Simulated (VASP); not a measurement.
Calculation: PBE GGA, VASP's PBE PAW potentials (set 64) (plane waves; VASP).

A VASP calculation is set up with these files.

KPOINTS:
```
Automatic mesh
0
Gamma
10 10 10
0 0 0
```

### INCAR
```
SYSTEM=LiF
PREC=Accurate; ENCUT=530; LREAL=.False.
LASPH=.True.
EDIFF=1E-6; NELM=100; ALGO=Normal
ISMEAR=0; SIGMA=0.05
GGA=PE
IBRION=2; NSW=60; ISIF=3
EDIFFG=-0.01
LWAVE=.False.; LCHARG=.False.
```

File POSCAR:
```
LiF
1
    0.0000000000     2.0285179107     2.0285179107
    2.0285179107    -0.0000000000     2.0285179107
    2.0285179107     2.0285179107    -0.0000000000
Li F
1 1
Direct
  0.0000000000   0.0000000000   0.0000000000
  0.5000000000   0.5000000000   0.5000000000
```

POTCAR, in this order: Li_sv F (PBE.64 set). Program: vasp_std.

The run wrote:

### OUTCAR
```
 ion  position               nearest neighbor table
   1  0.000  0.000  0.000-   2 2.03   2 2.03   2 2.03   2 2.03   2 2.03   2 2.03
   2  0.500  0.500  0.500-   1 2.03   1 2.03   1 2.03   1 2.03   1 2.03   1 2.03
  LATTYP: Found a face centered cubic cell.
 ALAT       =     4.0570358214
 Subroutine PRICEL returns:
 Original cell was already a primitive cell.
 Subroutine GETGRP returns: Found 48 space group operations
The static configuration has the point symmetry O_h .
The dynamic configuration has the point symmetry O_h .
 Subroutine INISYM returns: Found 48 space group operations
 Subroutine IBZKPT returns following result:
 Found     47 irreducible k-points:

 Following reciprocal coordinates:
            Coordinates               Weight
  0.000000  0.000000  0.000000      1.000000
  0.100000  0.000000  0.000000      8.000000
  0.200000  0.000000  0.000000      8.000000
  0.300000  0.000000  0.000000      8.000000
  0.400000  0.000000  0.000000      8.000000
  0.500000  0.000000  0.000000      4.000000
  0.100000  0.100000  0.000000      6.000000
  0.200000  0.100000  0.000000     24.000000
  0.300000  0.100000  0.000000     24.000000
  0.400000  0.100000  0.000000     24.000000
  0.500000  0.100000  0.000000     24.000000
 -0.400000  0.100000  0.000000     24.000000
 -0.300000  0.100000  0.000000     24.000000
 -0.200000  0.100000  0.000000     24.000000
 -0.100000  0.100000  0.000000     12.000000
  0.200000  0.200000  0.000000      6.000000
  0.300000  0.200000  0.000000     24.000000
  0.400000  0.200000  0.000000     24.000000
  0.500000  0.200000  0.000000     24.000000
 -0.400000  0.200000  0.000000     24.000000
 -0.300000  0.200000  0.000000     24.000000
 -0.200000  0.200000  0.000000     12.000000
  0.300000  0.300000  0.000000      6.000000
  0.400000  0.300000  0.000000     24.000000
...
```

File OSZICAR:
```
       N       E                     dE             d eps       ncg     rms          rms(c)
DAV:   1     0.253236879254E+02    0.25324E+02   -0.56914E+03   935   0.113E+03
DAV:   2    -0.928401135842E+01   -0.34608E+02   -0.33646E+02   915   0.196E+02
DAV:   3    -0.101396347424E+02   -0.85562E+00   -0.85415E+00  1092   0.285E+01
DAV:   4    -0.101517947064E+02   -0.12160E-01   -0.12158E-01  1125   0.312E+00
DAV:   5    -0.101518917329E+02   -0.97026E-04   -0.97026E-04  1116   0.171E-01    0.455E+00
DAV:   6    -0.962923647220E+01    0.52266E+00   -0.28531E+00   861   0.131E+01    0.142E+00
DAV:   7    -0.963337443673E+01   -0.41380E-02   -0.18463E-02  1126   0.154E+00    0.860E-01
DAV:   8    -0.964032899049E+01   -0.69546E-02   -0.16751E-02  1162   0.169E+00    0.101E-01
DAV:   9    -0.964042573710E+01   -0.96747E-04   -0.81424E-04   936   0.314E-01    0.420E-02
DAV:  10    -0.964049383529E+01   -0.68098E-04   -0.15637E-04   941   0.118E-01    0.579E-03
DAV:  11    -0.964049665988E+01   -0.28246E-05   -0.20625E-06  1176   0.192E-02    0.223E-03
DAV:  12    -0.964049654427E+01    0.11560E-06   -0.51439E-07   864   0.859E-03
   1 F= -.96404965E+01 E0= -.96404965E+01  d E =-.964050E+01
```

OUTCAR:
```
------------------------ aborting loop because EDIFF is reached ----------------------------------------
  FORCE on cell =-STRESS in cart. coord.  units (eV):
  Direction    XX          YY          ZZ          XY          YZ          ZX
  --------------------------------------------------------------------------------------
  Total        0.0148124      0.0148124      0.0148124      0.0000000     -0.0000000     -0.0000000
  in kB        1.4215744      1.4215744      1.4215744      0.0000000     -0.0000000     -0.0000000
  external PRESSURE =       1.4215744 kB  Pullay stress =       0.0000000 kB
  volume of cell :       16.69
      direct lattice vectors                 reciprocal lattice vectors
     0.000000000  2.028517911  2.028517911    -0.246485376  0.246485376  0.246485376
     2.028517911  0.000000000  2.028517911     0.246485376 -0.246485376  0.246485376
     2.028517911  2.028517911  0.000000000     0.246485376  0.246485376 -0.246485376
  FREE ENERGIE OF THE ION-ELECTRON SYSTEM (eV)
  ---------------------------------------------------
  free  energy   TOTEN  =        -9.6404965443 eV

  energy  without entropy=       -9.6404965443  energy(sigma->0) =       -9.64049654

 reached required accuracy - stopping structural energy minimisation
```
(Selected blocks of OUTCAR.)

The compound is LiF in the rock salt structure. It was relaxed first. The start is the result of an earlier pass.
